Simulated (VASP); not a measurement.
Method: PBEsol GGA, VASP's PBE PAW potentials (set 64) (plane waves; VASP).

The input files of a VASP run:

### POSCAR
```
Se
1
    2.0424328543    -3.5375974630     0.0000000000
    2.0424328543     3.5375974630    -0.0000000000
    0.0000000000     0.0000000000     5.0746580198
Se
3
Direct
  1.0000000000   0.2470480923   0.6666670000
  0.7529519077   0.7529519077   0.0000000000
  0.2470480923   1.0000000000   0.3333330000
```

File KPOINTS:
```
Automatic mesh
0
Gamma
6 6 4
0 0 0
```

**INCAR**
```
SYSTEM=Se
PREC=Accurate; ENCUT=400; LREAL=.FALSE.
LASPH=.TRUE.
EDIFF=1E-6; NELM=100; ALGO=Normal
LMAXMIX=4
ISMEAR=0; SIGMA=0.05
GGA=PS
IBRION=2; NSW=60; ISIF=3
EDIFFG=-0.02
LWAVE=.FALSE.; LCHARG=.FALSE.
```

POTCAR, in this order: Se (PBE.64 set). Program: vasp_std.

Output of the run:

OSZICAR:
```
       N       E                     dE             d eps       ncg     rms          rms(c)
DAV:   1     0.758436651103E+02    0.75844E+02   -0.63861E+03   624   0.937E+02
DAV:   2    -0.669600577305E+01   -0.82540E+02   -0.78818E+02   880   0.166E+02
DAV:   3    -0.115903025341E+02   -0.48943E+01   -0.48674E+01   714   0.466E+01
DAV:   4    -0.116320690423E+02   -0.41767E-01   -0.41735E-01   734   0.510E+00
DAV:   5    -0.116323885954E+02   -0.31955E-03   -0.31954E-03   744   0.431E-01    0.705E+00
DAV:   6    -0.115756637124E+02    0.56725E-01   -0.34058E-02   674   0.134E+00    0.433E+00
DAV:   7    -0.115553892228E+02    0.20274E-01   -0.64259E-02   674   0.182E+00    0.181E-01
DAV:   8    -0.115545705497E+02    0.81867E-03   -0.96515E-03   639   0.695E-01    0.987E-02
DAV:   9    -0.115546164639E+02   -0.45914E-04   -0.25293E-04   779   0.127E-01    0.289E-02
DAV:  10    -0.115546164631E+02    0.78808E-09   -0.29001E-05   719   0.413E-02    0.635E-03
DAV:  11    -0.115546167751E+02   -0.31198E-06   -0.62705E-06   704   0.166E-02
   1 F= -.11554617E+02 E0= -.11554617E+02  d E =-.115546E+02
       N       E                     dE             d eps       ncg     rms          rms(c)
DAV:   1    -0.115555511752E+02   -0.93471E-03   -0.37764E-02   629   0.117E+00    0.131E-01
DAV:   2    -0.115553968670E+02    0.15431E-03   -0.12016E-03   684   0.241E-01    0.526E-02
DAV:   3    -0.115553210958E+02    0.75771E-04   -0.15219E-04   729   0.791E-02    0.215E-02
DAV:   4    -0.115553179465E+02    0.31493E-05   -0.26432E-05   709   0.339E-02    0.627E-03
DAV:   5    -0.115553179284E+02    0.18079E-07   -0.14956E-06   347   0.884E-03
   2 F= -.11555318E+02 E0= -.11555318E+02  d E =-.701153E-03
       N       E                     dE             d eps       ncg     rms          rms(c)
DAV:   1    -0.115565454495E+02   -0.12275E-02   -0.11869E-01   629   0.207E+00    0.229E-01
DAV:   2    -0.115560770977E+02    0.46835E-03   -0.37737E-03   689   0.427E-01    0.930E-02
DAV:   3    -0.115558427366E+02    0.23436E-03   -0.46542E-04   714   0.138E-01    0.382E-02
DAV:   4    -0.115558331054E+02    0.96311E-05   -0.83135E-05   699   0.601E-02    0.110E-02
DAV:   5    -0.115558332753E+02   -0.16990E-06   -0.50978E-06   634   0.158E-02
   3 F= -.11555833E+02 E0= -.11555833E+02  d E =-.121650E-02
       N       E                     dE             d eps       ncg     rms          rms(c)
DAV:   1    -0.115569569268E+02   -0.11238E-02   -0.27164E-02   624   0.986E-01    0.124E-01
DAV:   2    -0.115564101548E+02    0.54677E-03   -0.89069E-04   639   0.196E-01    0.672E-02
DAV:   3    -0.115562292213E+02    0.18093E-03   -0.64514E-04   664   0.145E-01    0.178E-02
DAV:   4    -0.115562299358E+02   -0.71456E-06   -0.14101E-05   669   0.273E-02    0.109E-02
DAV:   5    -0.115562302310E+02   -0.29520E-06   -0.25844E-06   646   0.110E-02
   4 F= -.11556230E+02 E0= -.11556230E+02  d E =-.396956E-03
       N       E                     dE             d eps       ncg     rms          rms(c)
DAV:   1    -0.115568303865E+02   -0.60045E-03   -0.17148E-02   624   0.784E-01    0.983E-02
DAV:   2    -0.115564856918E+02    0.34469E-03   -0.56179E-04   639   0.156E-01    0.533E-02
DAV:   3    -0.115563716749E+02    0.11402E-03   -0.40696E-04   664   0.115E-01    0.142E-02
DAV:   4    -0.115563721794E+02   -0.50450E-06   -0.89559E-06   669   0.218E-02
   5 F= -.11556372E+02 E0= -.11556372E+02  d E =-.538904E-03
       N       E                     dE             d eps       ncg     rms          rms(c)
DAV:   1    -0.115580239329E+02   -0.16523E-02   -0.68297E-02   624   0.157E+00    0.196E-01
DAV:   2    -0.115566491463E+02    0.13748E-02   -0.22482E-03   649   0.312E-01    0.106E-01
DAV:   3    -0.115561924159E+02    0.45673E-03   -0.16189E-03   654   0.230E-01    0.284E-02
DAV:   4    -0.115561939084E+02   -0.14925E-05   -0.35785E-05   684   0.436E-02    0.175E-02
DAV:   5    -0.115561945004E+02   -0.59201E-06   -0.64875E-06   694   0.173E-02
   6 F= -.11556195E+02 E0= -.11556195E+02  d E =-.361225E-03
       N       E                     dE             d eps       ncg     rms          rms(c)
DAV:   1    -0.115574839591E+02   -0.12901E-02   -0.40421E-02   624   0.120E+00    0.151E-01
DAV:   2    -0.115566621856E+02    0.82177E-03   -0.13329E-03   639   0.240E-01    0.821E-02
DAV:   3    -0.115563860245E+02    0.27616E-03   -0.96846E-04   664   0.178E-01    0.217E-02
DAV:   4    -0.115563860514E+02   -0.26877E-07   -0.20999E-05   674   0.334E-02    0.132E-02
DAV:   5    -0.115563861090E+02   -0.57591E-07   -0.38173E-06   679   0.133E-02
   7 F= -.11556386E+02 E0= -.11556386E+02  d E =-.552834E-03
       N       E                     dE             d eps       ncg     rms          rms(c)
DAV:   1    -0.115564977185E+02   -0.11167E-03   -0.37605E-03   624   0.374E-01    0.372E-02
DAV:   2    -0.115564791807E+02    0.18538E-04   -0.15792E-04   694   0.869E-02    0.175E-02
DAV:   3    -0.115564679612E+02    0.11219E-04   -0.19178E-05   679   0.254E-02    0.696E-03
DAV:   4    -0.115564667410E+02    0.12202E-05   -0.40134E-06   634   0.118E-02    0.280E-03
DAV:   5    -0.115564667430E+02   -0.19586E-08   -0.98896E-08   312   0.243E-03
   8 F= -.11556467E+02 E0= -.11556467E+02  d E =-.806340E-04
       N       E                     dE             d eps       ncg     rms          rms(c)
DAV:   1    -0.115569223394E+02   -0.45560E-03   -0.34038E-02   624   0.113E+00    0.109E-01
DAV:   2    -0.115567562671E+02    0.16607E-03   -0.14303E-03   694   0.262E-01    0.525E-02
DAV:   3    -0.115566561512E+02    0.10012E-03   -0.17398E-04   679   0.768E-02    0.212E-02
DAV:   4    -0.115566456130E+02    0.10538E-04   -0.35885E-05   694   0.355E-02    0.863E-03
DAV:   5    -0.115566457332E+02   -0.12020E-06   -0.90139E-07   337   0.736E-03
   9 F= -.11556646E+02 E0= -.11556646E+02  d E =-.259624E-03
```

File OUTCAR:
```
------------------------ aborting loop because EDIFF is reached ----------------------------------------
  FORCE on cell =-STRESS in cart. coord.  units (eV):
  Direction    XX          YY          ZZ          XY          YZ          ZX
  --------------------------------------------------------------------------------------
  Total        0.0029009      0.0029009     -0.0135387      0.0000000      0.0000000      0.0000000
  in kB        0.0640336      0.0640336     -0.2988533      0.0000000      0.0000000      0.0000000
  external PRESSURE =      -0.0569287 kB  Pullay stress =       0.0000000 kB
  volume of cell :       72.58
      direct lattice vectors                 reciprocal lattice vectors
     2.021642967 -3.501588323  0.000000000     0.247323592 -0.142792343  0.000000000
     2.021642967  3.501588323 -0.000000000     0.247323592  0.142792343 -0.000000000
     0.000000000  0.000000000  5.126589840     0.000000000  0.000000000  0.195061441
 POSITION                                       TOTAL-FORCE (eV/Angst)
 -----------------------------------------------------------------------------------
      0.50201      0.86950      3.41773         0.009266      0.016049     -0.000000
      3.03927      0.00000      0.00000        -0.018532     -0.000000     -0.000000
      0.50201     -0.86950      1.70886         0.009266     -0.016049      0.000000
 -----------------------------------------------------------------------------------
    total drift:                               -0.000230     -0.000431      0.000012
  FREE ENERGIE OF THE ION-ELECTRON SYSTEM (eV)
  ---------------------------------------------------
  free  energy   TOTEN  =       -11.5566457332 eV

  energy  without entropy=      -11.5566457332  energy(sigma->0) =      -11.55664573

 reached required accuracy - stopping structural energy minimisation
```
(Selected blocks of OUTCAR.)

File CONTCAR:
```
Se
   1.00000000000000
     2.0216429672085674   -3.5015883226297251    0.0000000000000000
     2.0216429672085674    3.5015883226297251   -0.0000000000000000
     0.0000000000000000    0.0000000000000000    5.1265898403701664
  Se
     3
Direct
     0.0000000000000055    0.2483172001016726    0.6666669999999968
     0.7516827998983219    0.7516827998983219    0.0000000000000000
     0.2483172001016726    0.0000000000000055    0.3333330000000032
```

Without a dispersion term in the relaxation, distances and binding between the weakly bound layers, chains or molecules are unreliable, and so is what depends on them.

The compound is Se in the trig structure. This run relaxes it. Symmetry was kept, so distortions that lower it aren't found. The start is the result of an earlier pass.
